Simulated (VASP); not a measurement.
I (relaxed from the bcc structure, space group Im-3m): computed properties

All values below come from PBEsol GGA, VASP's PBE PAW potentials (set 64) (plane waves; VASP 6.6.1).

```
Quantity                                                               Value
----------------------------------  ----------------------------------------
space group                                                      Im-3m (229)
cell                                 a = b = c = 4.030 Å, α = β = γ = 90.00°
volume per atom                                                32.71 Å³/atom
band gap (over mesh and band path)  none (metal, semimetal or under 0.01 eV)
density                                                           6.44 g/cm³
```

```
CELL_PARAMETERS angstrom
     -2.01475     2.01475     2.01475
      2.01475    -2.01475     2.01475
      2.01475     2.01475    -2.01475
ATOMIC_POSITIONS crystal
  I  0.00000 0.00000 0.00000
```

Unless said otherwise, spin-orbit coupling is left out, though it shifts the bands of the heavy elements here.

The structure was generated: I was put into the bcc type (Im-3m), which need not be its known phase. It was relaxed first, which changed the volume by -7 %. Symmetry was kept, so distortions that lower it aren't found.
